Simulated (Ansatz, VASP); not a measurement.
# BaBi: VASP beside Ansatz

One calculation is typed for both programs; each brings its own data sets and cutoff. How far apart do they land? The cell is invented: As first built, before any earlier steps moved the atoms (in the runner's words): it takes the SbPb structure with all of its atoms replaced by other elements, volume scaled by an estimate. It may not be a known or stable phase. The cell is taken from a series of VASP runs on this material, whose earlier steps may have relaxed, scaled or displaced it; both programs get it as it stands. Other levels of theory on this material are compared in a session of their own.

Program: Ansatz 0.2.0. Level of theory: plane waves, with VASP 6.6.1 beside it; band structure at LDA. Results are calculated unless marked as measured.

### 1. Set-up

It takes space group P4/mmm (No. 123, tetragonal). Conventional cell: a = 3.945 Å, b = 3.945 Å, c = 4.665 Å, α = 90.00°, β = 90.00°, γ = 90.00°. Bi has 8 Ba at 3.64 Å nearest. Nearest to Ba lie 8 Bi at 3.64 Å and 4 Ba at 3.94 Å. As first built, before any earlier steps moved the atoms (in the runner's words): sites of the SbPb structure (space group 65) filled with other elements, volume scaled by an estimate. Farther neighbours are not listed.

### 2. Ansatz: band structure, LDA

Ansatz runs on its default PAW (the set named soft_2) files.

With cell and atoms fixed, the geometry can't cause a difference; cores, projectors, grids and the points listed under the comparison can.

input.yaml

```yaml
crystal:
  lattice:
    - [3.94466145, 0.0, 0.0]
    - [0.0, 3.94466145, 0.0]
    - [0.0, 0.0, 4.6651059]
  atoms:
    - { symbol: Bi, position: [0.5, 0.5, 0.5] }
    - { symbol: Ba, position: [0.0, 0.0, 0.0] }
hamiltonian:
  xc: lda
  pseudopotentials: { kind: paw }
kpoints:
  mp_grid: { grid: [6, 6, 5] }
  band_path:
    path:
      - [0.0, 0.0, 0.0]
      - [0.0, 0.13333, 0.0]
      - [0.0, 0.3, 0.0]
      - [0.0, 0.46667, 0.0]
      - [0.1, 0.5, 0.0]
      - [0.26667, 0.5, 0.0]
      - [0.43333, 0.5, 0.0]
      - [0.43333, 0.43333, 0.0]
      - [0.26667, 0.26667, 0.0]
      - [0.1, 0.1, 0.0]
      - [0.0, 0.0, 0.03333]
      - [0.0, 0.0, 0.2]
      - [0.0, 0.0, 0.36667]
      - [0.0, 0.0, 0.5]
      - [0.0, 0.16667, 0.5]
      - [0.0, 0.3, 0.5]
      - [0.0, 0.46667, 0.5]
      - [0.1, 0.5, 0.5]
      - [0.26667, 0.5, 0.5]
      - [0.43333, 0.5, 0.5]
      - [0.43333, 0.43333, 0.5]
      - [0.26667, 0.26667, 0.5]
      - [0.1, 0.1, 0.5]
      - [0.0, 0.5, 0.03333]
      - [0.0, 0.5, 0.2]
      - [0.0, 0.5, 0.36667]
      - [0.5, 0.5, 0.0]
      - [0.5, 0.5, 0.16667]
      - [0.5, 0.5, 0.33333]
      - [0.5, 0.5, 0.5]
    npoints: 1
scf:
  occupations: { method: gaussian, width: 0.05 }
  n_extra_bands: 7
output:
  forces: true
  stress: true
  eigenvalues: true
```

The run is started by

```sh
> ansatz run input.yaml --threads 2 --pin off --max-ram 4608MiB --backend cpu --events-out ev --progress --plain --runs-dir out
```

Numbers of over 12 decimals in the logs are rounded to 6 here.

What it wrote:

```text
scf.n_extra_bands = 7 over 13 filled bands (N_el = 25.0): the run solves 20 bands
Engine: ansatz 0.2.0, x86_64-unknown-linux-gnu
Pseudopotentials: kind: paw
Pseudopotential: Bi, paw, valence charge 15, recommended cutoff 420 eV (normal), Bi.paw.azcp
Pseudopotential: Ba, paw, valence charge 10, recommended cutoff 420 eV (normal), Ba.paw.azcp
Functional definition: SPW92
  exchange = slater_x
  correlation = pw_c
Crystal: 2 atoms, lattice volume = 72.591 Å³
Basis set: ecut = 420 eV, 1439 PW (Γ)
Bands: 20, of which v1, the nominal top of the filled ones, is band 13 counted from 1 (12 counted from 0)
Symmetry: 16 space group operations
Space group: P4/mmm (ITA 123), of the structure as read, at distance tolerance 4.2e-5 Å
k-points: 30 of 180
Non-local potential: Bi, projectors of the file, l = 0: 2, l = 1: 2, l = 2: 2, l = 3: 2
Non-local potential: Ba, projectors of the file, l = 0: 3, l = 1: 2, l = 2: 2, l = 3: 2
PAW form: soft (Blöchl's): semilocal exchange-correlation on the pseudo side does not see the compensation charge
PAW frozen core: Bi, regenerated for the run's functional, and the local potential with it (the file was generated under x = pbe(κ = 0.804, μ = 0.219515), c = pbe(β = 0.066725))
PAW frozen core: Ba, regenerated for the run's functional, and the local potential with it (the file was generated under x = pbe(κ = 0.804, μ = 0.219515), c = pbe(β = 0.066725))
PAW one-centre angular grid: Bi, 590 points (default); XC on 64 Gauss nodes
PAW one-centre angular grid: Ba, 194 points (default); XC on 64 Gauss nodes
Initial density: superposition of atomic densities (neutral atoms: chi_scale 0, normalization atom), corrected by the library's trained network
Initial wavefunctions: pseudopotential atomic-orbital guess
Functional: x = slater, c = lda
SCF iter   1: F=—  HF=-17867.205346 eV  |F-HF|=—  |Δ(HF+E_count)|=         —  Δρ=3.64e-3  dr2=5.53e-3  ethr=1.77e-3  ⟨swp⟩=10.7  Hψ=4174  notcnv=0  defer=4
preconditioner: auto → Resta (q_TF=auto, 2.284 Å⁻¹)  ε∞=2.6  [insulator: Δε(μ)=0.085 eV  Ē_g=12.383 eV  σ=0.050 eV  W_gap=0.75  n_scr=18 (ndim 8)  ℏωp=15.7 eV  f_vac=0.000  D(μ)=2.96/eV (n_scr^D=28)  ε∞_Penn≈2.6]
SCF iter   2: F=—  HF=-17867.204265 eV  |F-HF|=—  |Δ(HF+E_count)|=   1.08e-3  Δρ=1.76e-3  dr2=1.32e-3  ethr=2.21e-5  ⟨swp⟩=2.5  Hψ=1183  notcnv=0  defer=66
SCF iter   3: F=—  HF=-17867.204118 eV  |F-HF|=—  |Δ(HF+E_count)|=   1.47e-4  Δρ=2.35e-4  dr2=4.78e-5  ethr=5.29e-6  ⟨swp⟩=2.0  Hψ=982  notcnv=0  defer=66
SCF iter   4: F=—  HF=-17867.204091 eV  |F-HF|=—  |Δ(HF+E_count)|=   2.65e-5  Δρ=8.11e-5  dr2=3.84e-6  ethr=1.91e-7  ⟨swp⟩=2.0  Hψ=866  notcnv=0  defer=66
SCF iter   5: F=—  HF=-17867.204092 eV  |F-HF|=—  |Δ(HF+E_count)|=   5.64e-7  Δρ=2.92e-5  dr2=7.68e-7  ethr=1.54e-8  ⟨swp⟩=1.0  Hψ=526  notcnv=0  defer=66
SCF iter   6: F=-17867.204092 eV  HF=-17867.204092 eV  |F-HF|=6.95e-8  |Δ(HF+E_count)|=   1.02e-8  Δρ=7.70e-6  dr2=8.86e-8  ethr=4.00e-10  ⟨swp⟩=9.7  Hψ=3642  notcnv=0
SCF 1 converged in 6 iterations: F = -17867.204092 eV  dr2 = 8.86e-8
  greatest PAW one-centre occupation: 0.988 electrons in one spin orbital (limit 2), on the Bi atom at site 0 (counted from 0), in its partial waves of l = 2
NSCF: frozen V_eff on 30 k-points
SCF converged after 6 iterations
Free energy (F): -17867.204092 eV
Harris-Foulkes:  -17867.204092 eV  (|F-HF|=6.95e-8)
Internal energy: -17867.200349 eV  (E = F + TS)
E sigma→0 (E₀):  -17867.202220 eV
Entropy (-TS):   -0.003743 eV (-1.872 meV/atom)
Fermi energy:    9.718040 eV
--- Per-component energies (eV) ---
  E_band       = -136.998158
  E_kinetic    = 474.563828
  E_local      = -1835.551691  (includes V_loc(G=0)·N_el)
  E_nonlocal   = 622.128476
  E_hartree    = 605.716034
  E_xc         = -317.959348
  E_vxc        = -281.394813  (∫ρ·V_xc dr)
  E_paw        = -15411.094902  (= ΣΔE_a)
  E_vpaw       = -328.186591  (= ΣTr[D̂ρ^β])
  E_aug_tail   = -0.000527  (compensation charges beyond the density's cutoff)
  E_ewald      = -2005.279849
  E_core_change = 0.277631  (= ΣΔE_core)
  E_smearing   = -0.003743  (= −TS)
  E_closure    = 0.000000  (closes the sum)
  Σ components = -17867.204092   (vs F -17867.204092, Δ=0.00e0)
--- Forces (eV/Å), atoms counted from 1 ---
  atom   1  Bi     0.00000000    -0.00000000     0.00000000
  atom   2  Ba     0.00000000     0.00000000     0.00000000
  max |Σ_I F_I| component: 1.50e-29 eV/Å
--- Stress (GPa, compression-positive) ---
       -0.512870       0.000000       0.000000
        0.000000      -0.512870       0.000000
        0.000000       0.000000      -0.523521
  P = ⅓ Tr σ = -0.5164 GPa (-5.164 kbar)
--- Band table (eV; the first three rows and the last of 30) ---
  k-point 0: bands = [... 9 lower, -1.0211, 9.5573, 9.9261, 10.2907, 11.0790, 11.0790, 12.6265, 14.2521, ... 3 higher]
  k-point 1: bands = [... 9 lower, -0.6747, 7.8980, 10.3844, 10.6985, 10.6985, 11.2649, 13.8869, 14.8911, ... 3 higher]
  k-point 2: bands = [... 9 lower, -0.1541, 6.6378, 10.2355, 10.2355, 10.5584, 12.8648, 14.5403, 15.1543, ... 3 higher]
  k-point 29: bands = [... 9 lower, 0.3194, 7.0406, 7.0406, 7.3311, 13.3066, 14.6024, 14.6024, 16.0399, ... 3 higher]
```

The job ended after 1.5 s (2 threads of Intel Xeon 6975P-C (Granite Rapids), shared host; peak memory 0.4 GiB).

### 3. VASP: band structure, LDA

The same cell, functional (in two slightly different forms), mesh and smearing now go to VASP, with its own data sets and cutoff.

Lines of VASP's logs that name or quote its potential files are left out, and so is its time.

INCAR

```
SYSTEM = BaBi
PREC = Accurate
ENCUT = 400
EDIFF = 1E-06
NELM = 100
ISMEAR = 0
SIGMA = 0.05
LREAL = .FALSE.
ALGO = Normal
GGA = CA
NBANDS = 24
LORBIT = 11
LWAVE = .FALSE.
LCHARG = .FALSE.
```

POSCAR

```
BaBi
1.0
    3.9446614500      0.0000000000      0.0000000000
    0.0000000000      3.9446614500      0.0000000000
    0.0000000000      0.0000000000      4.6651059000
Bi Ba
1 1
Direct
    0.5000000000      0.5000000000      0.5000000000
    0.0000000000      0.0000000000      0.0000000000
```

KPOINTS

```
Automatic mesh
0
Gamma
6 6 5
0 0 0
```

KPOINTS_OPT

```
Line mode
16
Line-mode
Reciprocal
  0.00000000   0.00000000   0.00000000 GAMMA
  0.00000000   0.50000000   0.00000000 X

  0.00000000   0.50000000   0.00000000 X
  0.50000000   0.50000000   0.00000000 M

  0.50000000   0.50000000   0.00000000 M
  0.00000000   0.00000000   0.00000000 GAMMA

  0.00000000   0.00000000   0.00000000 GAMMA
  0.00000000   0.00000000   0.50000000 Z

  0.00000000   0.00000000   0.50000000 Z
  0.00000000   0.50000000   0.50000000 R

  0.00000000   0.50000000   0.50000000 R
  0.50000000   0.50000000   0.50000000 A

  0.50000000   0.50000000   0.50000000 A
  0.00000000   0.00000000   0.50000000 Z

  0.00000000   0.50000000   0.00000000 X
  0.00000000   0.50000000   0.50000000 R

  0.50000000   0.50000000   0.00000000 M
  0.50000000   0.50000000   0.50000000 A
```

PAW data sets: Bi_d and Ba_sv (LDA family, release 64).

The run is started by

```sh
> mpirun -np 1 vasp_std
```

What it wrote:

```text
[banner, memory and clock lines left out]
running    1 mpi-ranks, on    1 nodes
 distrk:  each k-point on    1 cores,    1 groups
 distr:  one band on    1 cores,    1 groups

 POSCAR found type information on POSCAR BiBa
 POSCAR found :  2 types and       2 ions
 LDA part: xc-table for (Slater(with rela. corr.)+CA(PZ))
 , standard interpolation
 POSCAR, INCAR and KPOINTS ok, starting setup
 FFT: planning ... GRIDC
 FFT: planning ... GRID_SOFT
 FFT: planning ... GRID
 WAVECAR not read
 entering main loop
       N       E                     dE             d eps       ncg     rms          rms(c)
DAV:   1     0.207808284854E+03    0.20781E+03   -0.10440E+04  1440   0.878E+02
DAV:   2     0.674739623693E+01   -0.20106E+03   -0.19168E+03  1568   0.280E+02
DAV:   3    -0.805481513298E+01   -0.14802E+02   -0.14669E+02  1824   0.812E+01
DAV:   4    -0.855656553105E+01   -0.50175E+00   -0.50099E+00  2000   0.150E+01
DAV:   5    -0.857023873789E+01   -0.13673E-01   -0.13667E-01  1928   0.209E+00    0.356E+00
DAV:   6    -0.852739195811E+01    0.42847E-01   -0.35555E-02  2144   0.161E+00    0.208E+00
DAV:   7    -0.850902725109E+01    0.18365E-01   -0.36974E-02  2192   0.165E+00    0.208E-01
DAV:   8    -0.850916817511E+01   -0.14092E-03   -0.36189E-03  1752   0.419E-01    0.583E-02
DAV:   9    -0.850918826930E+01   -0.20094E-04   -0.14862E-04  2056   0.628E-02    0.205E-02
DAV:  10    -0.850919342376E+01   -0.51545E-05   -0.10565E-05  1808   0.256E-02    0.701E-03
DAV:  11    -0.850919383216E+01   -0.40840E-06   -0.67901E-07  1464   0.492E-03
   1 F= -.85091938E+01 E0= -.85074562E+01  d E =-.347527E-02
 Start KPOINTS_OPT (optional k-point list driver)
k-point batch [1-30\144]
       N       E                     dE             ncg
DAV:   1    -0.159695395612E+04   -0.14769E+05     1440
DAV:   2    -0.758077788440E+04   -0.59838E+04     1592
DAV:   3    -0.802121196891E+04   -0.44043E+03     1808
DAV:   4    -0.803575511863E+04   -0.14543E+02     1920
DAV:   5    -0.803611394656E+04   -0.35883E+00     1896
DAV:   6    -0.803613016113E+04   -0.16215E-01     2048
DAV:   7    -0.803613032230E+04   -0.16117E-03     1960
DAV:   8    -0.803613032413E+04   -0.18309E-05     1320
DAV:   9    -0.803613032439E+04   -0.25261E-06     1320
[...]
k-point batch [121-144\144]
       N       E                     dE             ncg
DAV:   1     0.193904544227E+04   -0.18686E+05     1160
DAV:   2    -0.280574648369E+04   -0.47448E+04     1200
DAV:   3    -0.315970995484E+04   -0.35396E+03     1472
DAV:   4    -0.317187285525E+04   -0.12163E+02     1584
DAV:   5    -0.317215371737E+04   -0.28086E+00     1528
DAV:   6    -0.317216500609E+04   -0.11289E-01     1696
DAV:   7    -0.317216516306E+04   -0.15697E-03     1544
DAV:   8    -0.317216516485E+04   -0.17856E-05     1128
DAV:   9    -0.317216516501E+04   -0.15924E-06     1056
```

Parts of OUTCAR (step 3):

```text
ion  position               nearest neighbor table
   1  0.500  0.500  0.500-   2 3.64   2 3.64   2 3.64   2 3.64   2 3.64   2 3.64   2 3.64   2 3.64

  LATTYP: Found a simple tetragonal cell.
 ALAT       =     3.9446614500
 C/A-ratio  =     1.1826378408

 Subroutine GETGRP returns: Found 16 space group operations
 (whereof 16 operations were pure point group operations)

The static configuration has the point symmetry D_4h.

 Found     30 irreducible k-points:

   k-points           NKPTS =     30   k-points in BZ     NKDIM =     30   number of bands    NBANDS=     24

   dimension x,y,z NGX =    28 NGY =   28 NGZ =   30
   dimension x,y,z NGXF=    56 NGYF=   56 NGZF=   60

   ENCUT  =  400.0 eV  29.40 Ry    5.42 a.u.   6.43  6.43  7.61*2*pi/ulx,y,z

   NELECT =      25.0000    total number of electrons

 k-points in reciprocal lattice and weights: Automatic mesh
   0.00000000  0.00000000  0.00000000       0.006
   0.16666667  0.00000000  0.00000000       0.022
   0.33333333  0.00000000  0.00000000       0.022
   0.50000000  0.00000000  0.00000000       0.011
   0.16666667  0.16666667  0.00000000       0.022
   0.33333333  0.16666667  0.00000000       0.044
   0.50000000  0.16666667  0.00000000       0.022
   0.33333333  0.33333333  0.00000000       0.022
   0.50000000  0.33333333  0.00000000       0.022
[...]
0.50000000  0.33333333  0.40000000       0.044
   0.50000000  0.50000000  0.40000000       0.011

 average (electrostatic) potential at core
       1-105.4982       2 -34.6954

 E-fermi :   4.5522

 k-point     1 :       0.0000    0.0000    0.0000
  band No.  band energies     occupation
    ...
      7      -8.5952      2.00000
      8      -8.3522      2.00000
      9      -8.3522      2.00000
     10      -6.1775      2.00000
     11       4.4146      1.99990
     12       4.7044      0.00002
     13       5.0571      0.00000
     14       5.9690      0.00000
     15       5.9690      0.00000
     16       7.4547      0.00000
    ...

 k-point     2 :       0.1667    0.0000    0.0000
  band No.  band energies     occupation
    ...
      8      -8.5594      2.00000
      9      -8.3282      2.00000
     10      -5.8837      2.00000
     11       3.7847      2.00000
     12       4.1177      2.00000
     13       4.9861      0.00000
     14       5.8343      0.00000
     15       6.1010      0.00000
     16       9.0424      0.00000
     17       9.1001      0.00000
    ...

 k-point     3 :       0.3333    0.0000    0.0000
  band No.  band energies     occupation
    ...
      8      -8.4863      2.00000
      9      -8.2795      2.00000
     10      -5.3308      2.00000
     11       1.9092      2.00000
     12       3.5671      2.00000
     13       5.4536      0.00000
     14       5.5068      0.00000
     15       7.9743      0.00000
     16       9.2800      0.00000
     17       9.8514      0.00000
    ...

  Total       -0.0115479     -0.0115479     -0.0032814      0.0000000      0.0000000     -0.0000000
  in kB       -0.2548782     -0.2548782     -0.0724244      0.0000000      0.0000000     -0.0000000
  external PRESSURE =      -0.1940603 kB  Pullay stress =       0.0000000 kB

  energy-cutoff  :      400.00
  volume of cell :       72.59
      direct lattice vectors                 reciprocal lattice vectors
     3.944661450  0.000000000  0.000000000     0.253507180  0.000000000  0.000000000
     0.000000000  3.944661450  0.000000000     0.000000000  0.253507180  0.000000000
     0.000000000  0.000000000  4.665105900     0.000000000  0.000000000  0.214357406

 POSITION                                       TOTAL-FORCE (eV/Angst)
 -----------------------------------------------------------------------------------
      1.97233      1.97233      2.33255         0.000000      0.000000      0.000000
      0.00000      0.00000      0.00000         0.000000      0.000000      0.000000
 -----------------------------------------------------------------------------------
    total drift:                                0.000000      0.000000      0.000000

  FREE ENERGIE OF THE ION-ELECTRON SYSTEM (eV)
  ---------------------------------------------------
  free  energy   TOTEN  =        -8.5091938322 eV

  energy  without entropy=       -8.5057185573  energy(sigma->0) =       -8.50745619

 total charge
# of ion       s       p       d       tot
------------------------------------------
    1        1.475   1.552   9.883  12.910
    2        2.023   5.571   0.366   7.960
--------------------------------------------------
tot          3.498   7.123  10.249  20.871

[... 3 further parts left out ...]
```

The run ends at a pressure of -0.02 GPa.

### 4. Side by side

Known differences besides the potentials themselves: the two LDA forms differ slightly; the cutoff is 420 eV in Ansatz and 400 eV in VASP; VASP's log shows a relativistic correction to its local exchange, Ansatz's none. Total energies have different zeros and are not compared.

Compared:

```csv
quantity,Ansatz,VASP,difference
pressure (GPa),-0.52,-0.02,-0.50
```

Levels from 3 eV below to 2 eV above the Fermi level differ by 40 meV r.m.s. and 116 meV at most; each VASP level is matched to the nearest of Ansatz, which flatters the figure a little.

### 5. Outcome

```json
{
  "r.m.s. difference of levels near the Fermi level (band structure, LDA)": "40 meV"
}
```

The r.m.s. difference of levels near the Fermi level is 40 meV (band structure, LDA), within the 80 meV picked in this series as the mark of a large difference. 4 further runs of this series are not shown here. Such differences can come from data sets, numerical settings and the points named under the comparisons, not from the functional's error against experiment.

[Lines on the potential files, build, host, timing and source positions are cut from VASP's logs without a mark.]

[Logs are printed without paths, hosts, clocks, repeated set-up lines and the standing remarks that a program may print on its own settings, such as how far it seeks lower states.]

[Hosts, paths, dates, database ids (printed as entryN), source tags and the programs' standing remarks are cut or masked in the printed files.]
